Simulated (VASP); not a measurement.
An input for Ansatz (written as the equivalent of a VASP run, and not itself run):

Ansatz 0.2 input:
```yaml
crystal:
  lattice:
    - [2.6530490, 0.0000000, 0.0000000]
    - [-1.3265250, 2.2976080, 0.0000000]
    - [0.0000000, 0.0000000, 16.5282130]
  atoms:
    - { symbol: Ir, position: [0.6666670, 0.3333330, 0.5000000] }
    - { symbol: O, position: [0.3333330, 0.6666670, 0.4235180] }
    - { symbol: O, position: [0.3333330, 0.6666670, 0.5764820] }
kpoints:
  mp_grid: { grid: [14, 14, 1] }
hamiltonian:
  xc: pbesol
  pseudopotentials: { kind: paw }
scf:
  occupations: { method: gaussian, width: 0.05 }
  max_iter: 100
output: { forces: true, stress: true, eigenvalues: true }
```

### Question
Translate this input to VASP (INCAR, KPOINTS, POSCAR, choice of POTCAR).

### Answer
One answer among several that fit: 
### POSCAR
```
IrO2
1.0
  2.6530490000   0.0000000000   0.0000000000
 -1.3265250000   2.2976080000   0.0000000000
  0.0000000000   0.0000000000  16.5282130000
Ir O
1 2
Direct
  0.6666670000   0.3333330000   0.5000000000
  0.3333330000   0.6666670000   0.4235180000
  0.3333330000   0.6666670000   0.5764820000
```

File KPOINTS:
```
Automatic
0
G
 14 14 1
0 0 0
```

INCAR:
```
ALGO=Normal
EDIFF=1E-6
ENCUT=400
GGA=PS
ISIF=2
ISMEAR=0
LASPH=.TRUE.
LCHARG=.FALSE.
LMAXMIX=6
LREAL=.FALSE.
LWAVE=.FALSE.
NELM=100
PREC=Accurate
SIGMA=0.05
SYSTEM=IrO2
```

POTCAR, in this order: Ir O (PBE.64 set). Program: vasp_std.

Limits of the translation: each code has its own PAW files, so the cut-off isn't converted (ENCUT is set for VASP's; basis.ecutwfc is left out, and Ansatz then takes the one that its files recommend); Ansatz stops its SCF on the density residual and VASP on the energy change (EDIFF).

The cell is a sheet with vacuum, built from a generated structure.
